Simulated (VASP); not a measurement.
```
CELL_PARAMETERS angstrom
     -2.67000     2.67000     2.67000
      2.67000    -2.67000     2.67000
      2.67000     2.67000    -2.67000
ATOMIC_POSITIONS crystal
  K  0.00000 0.00000 0.00000
```

These are r2SCAN meta-GGA, VASP's PBE PAW potentials (set 64) (plane waves; VASP) values and carry that method's errors. Run with 400 eV cut-off, 11×11×11 Γ-centred mesh, tetrahedra with Blöchl corrections, potentials K_sv.

Q: The job: K (bcc), 1 atom, r2SCAN, static run, 400 eV, 11×11×11 Γ-centred mesh. Roughly how much core time does it take on a busy server core?

A: About 2 core-minutes (one run on a shared machine, a rough figure). It had 56 irreducible k-points, 8 bands, up to 1409 plane waves and 33 electronic steps.

The compound is K in the bcc structure. It was relaxed first.
